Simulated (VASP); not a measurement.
A run of VASP 6.6.1:

Contents of INCAR:

```
SYSTEM = MgSnO2
PREC     = Normal         ! precision mode
ENCUT    = 520            ! plane-wave cutoff, eV
EDIFF    = 1E-4           ! SCF threshold, eV
ISMEAR   = 0              ! smearing method
SIGMA    = 0.15           ! smearing width, eV
LREAL    = .FALSE.        ! projectors in reciprocal space
LASPH    = .TRUE.         ! aspherical terms in the spheres
NELM     = 60             ! most SCF steps
ALGO     = Fast           ! electronic algorithm
ISIF     = 3              ! what is computed and relaxed
LWAVE    = .FALSE.        ! write WAVECAR
LCHARG   = .FALSE.        ! write CHGCAR
GGA      = PE             ! functional
IBRION   = 2              ! ionic algorithm
NSW      = 24             ! ionic steps
EDIFFG   = -0.08          ! ionic threshold
```

The input KPOINTS:

```
regular mesh
0
G
  5 5 5
  0 0 0
```

Contents of POSCAR:

```
MgSnO2
1.0
    1.7000000000      0.9814954600      6.0000000000
   -1.7000000000      0.9814954600      6.0000000000
    0.0000000000     -1.9629909200      6.0000000000
Mg Sn O
1 1 2
Direct
    0.5000000000      0.5000000000      0.5000000000
    0.0000000000      0.0000000000      0.0000000000
    0.2350000000      0.2350000000      0.2350000000
    0.7650000000      0.7650000000      0.7650000000
```

Potentials or basis: VASP PAW PBE potentials, release 64 (Mg, Sn_d, O).

Command:

```sh
$ cat potpaw_PBE.64/Mg/POTCAR potpaw_PBE.64/Sn_d/POTCAR potpaw_PBE.64/O/POTCAR > POTCAR
$ mpirun -np 1 vasp_std > vasp.out
```

Hardware: 1 thread of Intel(R) Xeon(R) 6975P-C (Granite Rapids), with other jobs on the host.

Question: How long does it take, and how much memory?

Answer: It took 42 s on 1 thread of Intel(R) Xeon(R) 6975P-C (Granite Rapids), with other jobs on the host, peak memory 0.22 GiB. Counts: scf iterations 44, k points 19, ion steps 6.
